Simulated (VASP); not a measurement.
# Sb3Ir4S4 (a cell with a defect) in VASP: a series of runs

Runs on Sb3Ir4S4 (a cell with a defect). Level: LDA. Tasks: single point.

Program: VASP 6.6.1. These are calculated values, not measurements. Logs are shortened: lines on timing, memory, paths and dates and some standing lists are left out, and cuts for length are marked.

### 1 The crystal as given

The cell holds a defect, 11 atoms: a = 5.974 Å, b = 5.974 Å, c = 5.974 Å, α = 90.00°, β = 90.00°, γ = 90.00°.

### 2 Single point, LDA

INCAR

```
SYSTEM = Sb3Ir4S4
PREC = Accurate ; ENCUT = 520
EDIFF = 1E-6 ; ISMEAR = -1
SIGMA = 0.1 ; LREAL = .False.
LASPH = .True. ; NELM = 80
ALGO = Fast ; ISIF = 2
LWAVE = .False. ; LCHARG = .False.
GGA = CA ; NBANDS = 48
```

KPOINTS

```
Automatic mesh
0
Gamma
  3 3 3
  0 0 0
```

POSCAR

```
Sb3Ir4S4
1.0
    5.9742170000      0.0000000000      0.0000000000
    0.0000000000      5.9742170000      0.0000000000
    0.0000000000      0.0000000000      5.9742170000
Ir Sb S
4 3 4
Direct
    1.0396023445      0.2162129364      0.0004239886
   -0.0164823273      0.7659783701      0.4986958124
    0.4721561001      0.2191135675      0.4777933242
    0.5125002992      0.8070217403      0.0042254910
    0.3769832934      0.6340907938      0.3790041440
    0.1252651184      0.6249428168      0.8801402761
    0.8681802151      0.3636511697      0.3774548196
    0.6179757113      0.8744556818      0.6266617031
    0.3813823636      0.1336767647      0.1253201884
    0.8840872369      0.8731673121      0.1242040589
    0.1119395228      0.1194298768      0.6190478183
```

Potentials or basis: VASP PAW LDA potentials, release 64 (Ir, Sb, S).

Command:

```bash
$ cat potpaw_LDA.64/Ir/POTCAR potpaw_LDA.64/Sb/POTCAR potpaw_LDA.64/S/POTCAR > POTCAR
$ mpirun -np 1 vasp_std > vasp.out
```

OUTCAR:

```text
SYSTEM = Sb3Ir4S4
   PREC = Accurate
   ENCUT = 520
   EDIFF = 1E-6
   ISMEAR = -1
   LREAL = .False.
   LASPH = .True.
   NELM = 80
   ISIF = 2
   GGA = CA

 ion  position               nearest neighbor table
   1  0.040  0.216  0.000-   9 2.23  10 2.37  11 2.39   6 2.60   7 2.63
   2  0.984  0.766  0.499-  11 2.36  10 2.40   8 2.40   6 2.57   5 2.58   7 2.60
   3  0.472  0.219  0.478-   9 2.23  11 2.39   8 2.41   7 2.59   5 2.61   5 3.59
   4  0.513  0.807  0.004-   9 2.22  10 2.37   8 2.38   5 2.60   6 2.66
   5  0.377  0.634  0.379-   8 2.51   2 2.58   4 2.60   3 2.61   6 3.34   7 3.35   6 3.35   7 3.44
                             3 3.59
   6  0.125  0.625  0.880-  10 2.53   2 2.57   1 2.60   4 2.66   5 3.34   5 3.35   7 3.69   7 3.72

   7  0.868  0.364  0.377-  11 2.52   3 2.59   2 2.60   1 2.63   5 3.35   5 3.44   6 3.69   6 3.72

   8  0.618  0.874  0.627-   4 2.38   2 2.40   3 2.41   5 2.51
   9  0.381  0.134  0.125-   4 2.22   1 2.23   3 2.23
  10  0.884  0.873  0.124-   4 2.37   1 2.37   2 2.40   6 2.53
  11  0.112  0.119  0.619-   2 2.36   3 2.39   1 2.39   7 2.52

  LATTYP: Found a simple cubic cell.
 ALAT       =     5.9742170000

  Lattice vectors:

 A1 = (   5.9742170000,   0.0000000000,   0.0000000000)
 A2 = (   0.0000000000,   5.9742170000,   0.0000000000)
 A3 = (   0.0000000000,   0.0000000000,   5.9742170000)

Analysis of symmetry for initial positions (statically):
=====================================================================
 Subroutine PRICEL returns:
 Original cell was already a primitive cell.

 Routine SETGRP: Setting up the symmetry group for a
 simple cubic supercell.

 Subroutine GETGRP returns: Found  1 space group operations
 (whereof  1 operations were pure point group operations)
 out of a pool of 48 trial point group operations.

The static configuration has the point symmetry C_1 .

Analysis of symmetry for dynamics (positions and initial velocities):
=====================================================================
 Subroutine PRICEL returns:
 Original cell was already a primitive cell.

 Routine SETGRP: Setting up the symmetry group for a
 simple cubic supercell.

 Subroutine GETGRP returns: Found  1 space group operations
 (whereof  1 operations were pure point group operations)
 out of a pool of 48 trial point group operations.

The dynamic configuration has the point symmetry C_1 .

 Subroutine INISYM returns: Found  1 space group operations
 (whereof  1 operations are pure point group operations),
 and found     1 'primitive' translations

----------------------------------------------------------------------------------------

                                     Primitive cell

  volume of cell :     213.2274

  direct lattice vectors                    reciprocal lattice vectors
     5.974217000  0.000000000  0.000000000     0.167385952  0.000000000  0.000000000
     0.000000000  5.974217000  0.000000000     0.000000000  0.167385952  0.000000000
     0.000000000  0.000000000  5.974217000     0.000000000  0.000000000  0.167385952

  length of vectors
     5.974217000  5.974217000  5.974217000     0.167385952  0.167385952  0.167385952

  position of ions in fractional coordinates (direct lattice)
     0.039602344  0.216212936  0.000423989
     0.983517673  0.765978370  0.498695812
     0.472156100  0.219113568  0.477793324
     0.512500299  0.807021740  0.004225491
     0.376983293  0.634090794  0.379004144
     0.125265118  0.624942817  0.880140276
     0.868180215  0.363651170  0.377454820
     0.617975711  0.874455682  0.626661703
     0.381382364  0.133676765  0.125320188
     0.884087237  0.873167312  0.124204059
     0.111939523  0.119429877  0.619047818

  ion indices of the primitive-cell ions
   primitive index   ion index
                 1           1
                 2           2
                 3           3
                 4           4
                 5           5
                 6           6
                 7           7
                 8           8
                 9           9
                10          10
                11          11

----------------------------------------------------------------------------------------

 KPOINTS: Automatic mesh

Automatic generation of k-mesh.
 Grid dimensions read from file:
 generate k-points for:    3    3    3

 Generating k-lattice:

  Cartesian coordinates                     Fractional coordinates (reciprocal lattice)
     0.055795317  0.000000000  0.000000000     0.333333333  0.000000000  0.000000000
     0.000000000  0.055795317  0.000000000     0.000000000  0.333333333  0.000000000
     0.000000000  0.000000000  0.055795317     0.000000000  0.000000000  0.333333333

  Length of vectors
     0.055795317  0.055795317  0.055795317

  Shift w.r.t. Gamma in fractional coordinates (k-lattice)
     0.000000000  0.000000000  0.000000000

 Subroutine IBZKPT returns following result:
 ===========================================

 Found     14 irreducible k-points:

 Following reciprocal coordinates:
            Coordinates               Weight
  0.000000  0.000000  0.000000      1.000000
  0.333333  0.000000  0.000000      2.000000
  0.000000  0.333333  0.000000      2.000000
  0.000000  0.000000  0.333333      2.000000
  0.333333  0.333333  0.000000      2.000000
  0.000000  0.333333  0.333333      2.000000
  0.333333  0.000000  0.333333      2.000000
 -0.333333  0.333333  0.000000      2.000000
 -0.333333  0.000000  0.333333      2.000000
  0.000000 -0.333333  0.333333      2.000000
  0.333333  0.333333  0.333333      2.000000
 -0.333333  0.333333  0.333333      2.000000
 -0.333333 -0.333333  0.333333      2.000000
  0.333333 -0.333333  0.333333      2.000000
   k-points           NKPTS =     14   k-points in BZ     NKDIM =     14   number of bands    NBANDS=     48
   number of dos      NEDOS =    301   number of ions     NIONS =     11
   total plane-waves  NPLWV = 110592
   dimension x,y,z NGX =    48 NGY =   48 NGZ =   48
   dimension x,y,z NGXF=    96 NGYF=   96 NGZF=   96
   ions per type =               4   3   4
   NGX,Y,Z   is equivalent  to a cutoff of  13.36, 13.36, 13.36 a.u.
   NGXF,Y,Z  is equivalent  to a cutoff of  26.71, 26.71, 26.71 a.u.
 SYSTEM =  Sb3Ir4S4
   PREC   = accura    normal or accurate (medium, high low for compatibility)
   ISTART =      0    job   : 0-new  1-cont  2-samecut
   ICHARG =      2    charge: 1-file 2-atom 10-const
   ISPIN  =      1    spin polarized calculation?
   LNONCOLLINEAR =      F non collinear calculations
   LSORBIT =      F    spin-orbit coupling
   LASPH  =      T    aspherical Exc in radial PAW
   ENCUT  =  520.0 eV  38.22 Ry    6.18 a.u.  11.11 11.11 11.11*2*pi/ulx,y,z
   NELM   =     80;   NELMIN=  2; NELMDL= -5     # of ELM steps
   EDIFF  = 0.1E-05   stopping-criterion for ELM
   LREAL  =      F    real-space projection
   EDIFFG = 0.1E-04   stopping-criterion for IOM
   NSW    =      0    number of steps for IOM
   IBRION =     -1    ionic relax: 0-MD 1-quasi-New 2-CG
   NFREE  =      0    steps in history (QN), initial steepest desc. (CG)
   ISIF   =      2    stress and relaxation
   ISYM   =      2    0-nonsym 1-usesym 2-fastsym
   POTIM  = 0.5000    time-step for ionic-motion
   TEBEG  =    0.0;   TEEND  =   0.0 temperature during run
   PSTRESS=    0.0 pullay stress
   NELECT =      75.0000    total number of electrons
   NUPDOWN=      -1.0000    fix difference up-down
   EMIN   =  10.00;   EMAX   =-10.00  energy-range for DOS
   EFERMI =   0.00;   METHOD = LEGACY
   ISMEAR =    -1;   SIGMA  =   0.10  broadening in eV -4-tet -1-fermi 0-gaus
   EFERMI_NEDOS =   21; number of points for ismear=-14 and -15
   IALGO  =     68    algorithm
   IMIX   =      4    mixing-type and parameters
     AMIX     =   0.40;   BMIX     =  1.00
     AMIX_MAG =   1.60;   BMIX_MAG =  1.00
  volume/ion in A,a.u.               =      19.38       130.81
  Fermi-wavevector in a.u.,A,eV,Ry     =   1.155618  2.183801 18.169937  1.335453
  Thomas-Fermi vector in A             =   2.292245
   LORBIT       =      0    0 simple, 1 ext, 2 COOP (PROOUT), +10 PAW based schemes
   GGA     = CA    functional components
   LHFCALC =     F    Hartree Fock is set to
   AEXX    =    0.0000 exact exchange contribution
   IVDW    =     0    specifies the selected vdW correction
   LEPSILON=     F    determine dielectric tensor
   LRPA    =     F    only Hartree local field effects (RPA)
 non-spin polarized calculation
 RMM-DIIS sequential band-by-band and
  energy-cutoff  :      520.00
  volume of cell :      213.23
 maximum number of plane-waves:      5770
 NGX is ok and might be reduce to    48
   NGX = 23   NGY = 23   NGZ = 23

 number of electron      75.0000001 magnetization

 Free energy of the ion-electron system (eV)
  ---------------------------------------------------
  ext. energy  EPLUGINS =         0.00000000
  ---------------------------------------------------
  free energy    TOTEN  =       -77.52553266 eV

  energy without entropy =      -77.38372594  energy(sigma->0) =      -77.45462930

 E-fermi :   7.8762     XC(G=0): -11.2025

 val. band max:        7.8533396973   @ k =   0.3333   0.3333   0.0000
 cond. band min:       7.9510615319   @ k =   0.3333   0.0000   0.3333
 fundamental gap:      0.0977218346
 Fermi energy:         7.8761862078

 k-point     1 :       0.0000    0.0000    0.0000
  band No.  band energies     occupation
      1      -7.6551      2.00000
      2      -6.4404      2.00000
      3      -6.3351      2.00000
      4      -6.2118      2.00000
      5      -2.6479      2.00000
      6      -2.0426      2.00000
[... 40 lines left out ...]
     47      12.2235      0.00000
     48      12.3171      0.00000

 k-point     2 :       0.3333    0.0000    0.0000
  band No.  band energies     occupation
      1      -7.3764      2.00000
      2      -6.7384      2.00000
      3      -6.2885      2.00000
      4      -6.1514      2.00000
      5      -2.7736      2.00000
      6      -2.1712      2.00000
[... 40 lines left out ...]
     47      11.3451      0.00000
     48      12.2039      0.00000

 k-point     3 :       0.0000    0.3333    0.0000
  band No.  band energies     occupation
      1      -7.4827      2.00000
      2      -6.4920      2.00000
      3      -6.3562      2.00000
      4      -6.1672      2.00000
      5      -3.2042      2.00000
      6      -1.7597      2.00000
[... 40 lines left out ...]
     47      11.5782      0.00000
     48      11.9516      0.00000

 k-point     4 :       0.0000    0.0000    0.3333
  band No.  band energies     occupation
      1      -7.3694      2.00000
      2      -6.7133      2.00000
      3      -6.3185      2.00000
      4      -6.1527      2.00000
      5      -2.6513      2.00000
      6      -2.1839      2.00000
[... 448 lines left out ...]
     47      11.3078      0.00000
     48      11.5343      0.00000

 k-point    13 :      -0.3333   -0.3333    0.3333
  band No.  band energies     occupation
      1      -7.0104      2.00000
      2      -6.5520      2.00000
      3      -6.4357      2.00000
      4      -6.2287      2.00000
      5      -3.1602      2.00000
      6      -2.5501      2.00000
[... 40 lines left out ...]
     47      11.3684      0.00000
     48      11.5643      0.00000

 k-point    14 :       0.3333   -0.3333    0.3333
  band No.  band energies     occupation
      1      -6.9943      2.00000
      2      -6.5791      2.00000
      3      -6.4518      2.00000
      4      -6.2141      2.00000
      5      -3.1486      2.00000
      6      -2.4622      2.00000
[... 40 lines left out ...]
     47      11.3097      0.00000
     48      11.5738      0.00000

------------------------ aborting loop because EDIFF is reached ----------------------------------------

  FORCE on cell =-STRESS in cart. coord.  units (eV):
  Direction    XX          YY          ZZ          XY          YZ          ZX
  --------------------------------------------------------------------------------------
  -------------------------------------------------------------------------------------
  Total       -1.9347879     -1.0937477     -2.1180948     -0.5204235      0.6151202      0.3976611
  in kB      -14.5378762     -8.2183525    -15.9152328     -3.9104299      4.6219750      2.9880006
  external PRESSURE =     -12.8904872 kB  Pullay stress =       0.0000000 kB

 VOLUME and BASIS-vectors are now :
 -----------------------------------------------------------------------------
  energy-cutoff  :      520.00
  volume of cell :      213.23
      direct lattice vectors                 reciprocal lattice vectors
     5.974217000  0.000000000  0.000000000     0.167385952  0.000000000  0.000000000
     0.000000000  5.974217000  0.000000000     0.000000000  0.167385952  0.000000000
     0.000000000  0.000000000  5.974217000     0.000000000  0.000000000  0.167385952

 POSITION                                       TOTAL-FORCE (eV/Angst)
 -----------------------------------------------------------------------------------
      0.23659      1.29170      0.00253        -0.076720      0.056917     -0.020647
      5.87575      4.57612      2.97932         0.014711     -0.044283      0.004002
      2.82076      1.30903      2.85444         0.033290      0.048963      0.074839
      3.06179      4.82132      0.02524        -0.001357     -0.092668     -0.016201
      2.25218      3.78820      2.26425         0.001818     -0.000348     -0.004119
      0.74836      3.73354      5.25815        -0.003273     -0.009504     -0.003116
      5.18670      2.17253      2.25500        -0.004864      0.006282     -0.005328
      3.69192      5.22419      3.74381         0.003020     -0.010561     -0.005706
      2.27846      0.79861      0.74869         0.034175      0.049252     -0.029710
      5.28173      5.21649      0.74202         0.005019     -0.017889      0.006161
      0.66875      0.71350      3.69833        -0.005819      0.013840     -0.000174
 -----------------------------------------------------------------------------------
    total drift:                                0.000272      0.001008      0.000233

  FREE ENERGIE OF THE ION-ELECTRON SYSTEM (eV)
  ---------------------------------------------------
  free  energy   TOTEN  =       -77.5255326603 eV

  energy  without entropy=      -77.3837259408  energy(sigma->0) =      -77.45462930
```

Wall time 2 min (1 thread of AMD EPYC 9R45 (Zen 5), shared host); peak memory 0.29 GiB.

What came out:

```yaml
Free_energy: -77.5255 eV
Pressure: -1.3 GPa
Largest_force: 0.098 eV/Å
Band_gap_on_the_k_mesh: none (metal or under the smearing width)
```

Forces in eV/Å, atoms in the order of the input:
```
Ir  -0.077  0.057 -0.021
Ir   0.015 -0.044  0.004
Ir   0.033  0.049  0.075
Ir  -0.001 -0.093 -0.016
Sb   0.002  0.000 -0.004
Sb  -0.003 -0.010 -0.003
Sb  -0.005  0.006 -0.005
S    0.003 -0.011 -0.006
S    0.034  0.049 -0.030
S    0.005 -0.018  0.006
S   -0.006  0.014  0.000
```

Stress tensor (GPa, compression positive):
```
-1.45 -0.39  0.30
-0.39 -0.82  0.46
 0.30  0.46 -1.59
```

Levels at points of the mesh, in eV from the Fermi level:
```tsv
k point	band 35	band 36	band 37	band 38	band 39	band 40
(0.00, 0.00, 0.00)	-1.81	-1.61	-1.21	0.40	0.54	0.85
```

### 3 Single point, LDA

INCAR

```
SYSTEM = Sb3Ir4S4
PREC     = Accurate       ! precision mode
ENCUT    = 520            ! plane-wave cutoff, eV
EDIFF    = 1E-6           ! SCF threshold, eV
ISMEAR   = -1             ! smearing method
SIGMA    = 0.1            ! smearing width, eV
LREAL    = .FALSE.        ! projectors in reciprocal space
LASPH    = .TRUE.         ! aspherical terms in the spheres
NELM     = 100            ! most SCF steps
ALGO     = Fast           ! electronic algorithm
ISIF     = 2              ! what is computed and relaxed
LWAVE    = .FALSE.        ! write WAVECAR
LCHARG   = .FALSE.        ! write CHGCAR
GGA      = CA             ! functional
NBANDS   = 48             ! bands
```

KPOINTS

```
regular mesh
0
G
  3 3 3
  0 0 0
```

POSCAR

```
Sb3Ir4S4
1.0
    5.9742170000      0.0000000000      0.0000000000
    0.0000000000      5.9742170000      0.0000000000
    0.0000000000      0.0000000000      5.9742170000
Ir Sb S
4 3 4
Direct
    1.0303639791      0.2204846259     -0.0112665810
   -0.0116731615      0.7510562472      0.5169315075
    0.4768906118      0.1719144115      0.4403184551
    0.5122229407      0.8280606479      0.0376360618
    0.3935496484      0.6009677921      0.4426367506
    0.1285740039      0.6347692091      0.9081367483
    0.8705547522      0.3529861738      0.3703412514
    0.6319577946      0.8726869145      0.6587179542
    0.3835607244      0.1739938472      0.0821751202
    0.8821666505      0.8773554760      0.1418818567
    0.1174881997      0.1042287215      0.6068671426
```

Potentials or basis: VASP PAW LDA potentials, release 64 (Ir, Sb, S).

Command:

```bash
$ cat potpaw_LDA.64/Ir/POTCAR potpaw_LDA.64/Sb/POTCAR potpaw_LDA.64/S/POTCAR > POTCAR
$ mpirun -np 1 vasp_std > vasp.out
```

It took 2.1 min on 1 thread of AMD EPYC 9R45 (Zen 5), shared host; peak memory 0.29 GiB.

The run converged. Its results:

```yaml
Free_energy: -76.7381 eV
Pressure: -1.7 GPa
Largest_force: 1.871 eV/Å
Band_gap_on_the_k_mesh: none (metal or under the smearing width)
```

Forces on the atoms (eV/Å):
```
Ir  -0.010 -0.027  0.106
Ir   0.014 -0.077  0.086
Ir  -0.010  0.328  0.287
Ir  -0.079 -0.511  0.438
Sb  -0.202  0.820 -1.670
Sb   0.086 -0.137 -0.051
Sb  -0.013 -0.054  0.180
S   -0.113 -0.088  0.235
S    0.138 -0.162  0.131
S    0.146 -0.163  0.121
S    0.043  0.071  0.137
```

Stress tensor (GPa, compression positive):
```
-0.12 -1.19  1.14
-1.19 -2.43  0.69
 1.14  0.69 -2.58
```

Levels at points of the mesh, in eV from the Fermi level:
```
           k point  band 33  band 34  band 35  band 36  band 37  band 38  band 39  band 40  band 41  band 42
(0.00, 0.00, 0.00)    -1.91    -1.81    -1.68    -1.61    -1.41     0.25     0.48     0.74     0.91     1.04
```

Spin-orbit coupling is left out, which matters for the levels of Ir, Sb.
